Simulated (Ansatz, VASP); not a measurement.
## GaBO6: VASP beside Ansatz

```
Ga B O
1.0
     0.00000    3.55872    3.55872
     3.55872    0.00000    3.55872
     3.55872    3.55872    0.00000
Ga B O
1 1 6
Direct
  0.50000 0.50000 0.50000
  0.00000 0.00000 0.00000
  0.77967 0.22033 0.22033
  0.22033 0.77967 0.77967
  0.22033 0.77967 0.22033
  0.77967 0.22033 0.77967
  0.22033 0.22033 0.77967
  0.77967 0.77967 0.22033
```

Alike in both runs: functional PBE; k mesh 10 × 10 × 10; occupations gaussian, width 0.1 eV; no spin polarisation.

Ansatz relaxed the structure, and its values are those at the end. VASP's run is a single point on that final structure, the one shown.

|  | VASP | Ansatz |
| --- | --- | --- |
| version | VASP 6.6.1 | Ansatz 0.2.0 |
| potentials or method | VASP PAW PBE potentials, release 64 (Ga_d, B, O) | scalar-relativistic, plane waves, PAW |
| plane-wave cutoff (eV) | 520 | 420 |
| valence electrons in the cell | 52 | 52 |

```tsv
	VASP	Ansatz	Ansatz less VASP
gap on the k mesh at the Fermi level (eV)	none	none	-
pressure (GPa)	0.2	0.0	-0.22
rms of the force components (eV/Å)	0.004	0.000	-0.0036
```

A gap of «none» marks a metal or a gap that the smearing closes.
